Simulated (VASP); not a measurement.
Calculation: LDA (Ceperley-Alder, Perdew-Zunger), VASP's LDA PAW potentials (set 64) (plane waves; VASP).

The input files of a VASP run:

POSCAR:
```
Ta2C
1
    3.0525920000     0.0000000000     0.0000000000
   -1.5262960000     2.6436230000     0.0000000000
    0.0000000000     0.0000000000     4.8405140000
Ta C
2 1
Direct
  0.3333330000   0.6666670000   0.2539000000
  0.6666670000   0.3333330000   0.7461000000
  0.0000000000   0.0000000000   0.0000000000
```

**KPOINTS**
```
Automatic
0
G
 12 12 7
```

**INCAR**
```
ALGO  =  Normal
EDIFF  =  1E-6
ENCUT  =  400
ISIF  =  2
ISMEAR  =  0
LASPH  =  T
LCHARG  =  F
LMAXMIX  =  6
LREAL  =  F
LWAVE  =  F
NELM  =  100
PREC  =  Accurate
SIGMA  =  0.2
SYSTEM  =  Ta2C
```

POTCAR, in this order: Ta_pv C (LDA.64 set). Program: vasp_std.

Output of the run:

**OSZICAR**
```
       N       E                     dE             d eps       ncg     rms          rms(c)
DAV:   1     0.171035775143E+03    0.17104E+03   -0.13298E+04  3808   0.133E+03
DAV:   2    -0.357367360840E+02   -0.20677E+03   -0.20453E+03  4557   0.380E+02
DAV:   3    -0.417348292364E+02   -0.59981E+01   -0.59160E+01  5179   0.598E+01
DAV:   4    -0.417841262135E+02   -0.49297E-01   -0.49133E-01  4753   0.543E+00
DAV:   5    -0.417847441946E+02   -0.61798E-03   -0.61376E-03  5272   0.481E-01    0.309E+01
DAV:   6    -0.379321279222E+02    0.38526E+01   -0.24927E+01  4317   0.288E+01    0.134E+01
DAV:   7    -0.377122934005E+02    0.21983E+00   -0.15843E+00  4497   0.834E+00    0.614E+00
DAV:   8    -0.376684081036E+02    0.43885E-01   -0.14565E-01  4965   0.294E+00    0.607E-01
DAV:   9    -0.376643907218E+02    0.40174E-02   -0.26099E-02  4957   0.102E+00    0.163E-01
DAV:  10    -0.376640231427E+02    0.36758E-03   -0.46715E-03  4886   0.529E-01    0.762E-02
DAV:  11    -0.376639390535E+02    0.84089E-04   -0.61203E-04  4476   0.138E-01    0.245E-02
DAV:  12    -0.376639406665E+02   -0.16129E-05   -0.28484E-05  4956   0.430E-02    0.609E-03
DAV:  13    -0.376639403315E+02    0.33493E-06   -0.20328E-06  3782   0.120E-02
   1 F= -.37663940E+02 E0= -.37656601E+02  d E =-.146779E-01
```

### OUTCAR
```
------------------------ aborting loop because EDIFF is reached ----------------------------------------
  FORCE on cell =-STRESS in cart. coord.  units (eV):
  Direction    XX          YY          ZZ          XY          YZ          ZX
  --------------------------------------------------------------------------------------
  Total        2.0884117      2.0884129      2.3592864      0.0000000      0.0000000      0.0000000
  in kB       85.6578040     85.6578545     96.7679366      0.0000000      0.0000000      0.0000000
  external PRESSURE =      89.3611984 kB  Pullay stress =       0.0000000 kB
  volume of cell :       39.06
      direct lattice vectors                 reciprocal lattice vectors
     3.052592000  0.000000000  0.000000000     0.327590454  0.189134381  0.000000000
    -1.526296000  2.643623000  0.000000000     0.000000000  0.378268762  0.000000000
     0.000000000  0.000000000  4.840514000     0.000000000  0.000000000  0.206589631
 POSITION                                       TOTAL-FORCE (eV/Angst)
 -----------------------------------------------------------------------------------
     -0.00000      1.76242      1.22901         0.000000      0.000000      0.163775
      1.52630      0.88121      3.61151        -0.000000     -0.000000     -0.163775
      0.00000      0.00000      0.00000        -0.000000      0.000000      0.000000
 -----------------------------------------------------------------------------------
    total drift:                               -0.000000      0.000000      0.000000
  FREE ENERGIE OF THE ION-ELECTRON SYSTEM (eV)
  ---------------------------------------------------
  free  energy   TOTEN  =       -37.6639403315 eV

  energy  without entropy=      -37.6492624468  energy(sigma->0) =      -37.65660139
```
(Selected blocks of OUTCAR.)

At this cut-off the stress carries a Pulay error, which pulls relaxed volumes low.

The structure comes from a computed database's Ta2C entry (P-3m1); how it stands against other phases isn't given here. The cell was not relaxed at this level, and its volume differs by -5.9 % from the start's.
